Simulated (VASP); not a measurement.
Hf, 1 atom in the cell. The structure is cubic, space group Im-3m (No. 229). Conventional cell: a = 3.230 Å, b = 3.230 Å, c = 3.230 Å, α = 90.00°, β = 90.00°, γ = 90.00°. Hf (site symmetry m-3m) has 8 Hf at 2.80 Å as nearest neighbours. This isn't the form of Hf at room conditions, which is hcp.

```yaml
Program: VASP 6.6.1
Task: relaxation of cell and atoms
Functional: LDA
Potentials_or_basis: VASP PAW LDA potentials, release 64 (Hf_pv)
Cutoff: 520 eV
k_mesh: 16 × 16 × 16
Occupations: gaussian, width 0.1 eV
Spin: no spin polarisation
Target_pressure: 12 GPa
Further_INCAR_settings: ALGO = Normal; EDIFF = 1e-07; IBRION = 2; EDIFFG = -0.002; NSW = 80; ISIF = 3
Target_pressure: 12 GPa
```

Potentials or basis: VASP PAW LDA potentials, release 64 (Hf_pv).

Launch:

```console
$ cat potpaw_LDA.64/Hf_pv/POTCAR > POTCAR
$ mpirun -np 1 vasp_std > vasp.out
```

Hardware: 1 thread of Intel(R) Xeon(R) 6975P-C (Granite Rapids), on a shared host.

Question: Estimate the wall time of this run.

Answer: Wall time 38 s on 1 thread of Intel(R) Xeon(R) 6975P-C (Granite Rapids), with other jobs on the host, peak memory 0.16 GiB. Counts: scf iterations 72, k points 145, ion steps 16.
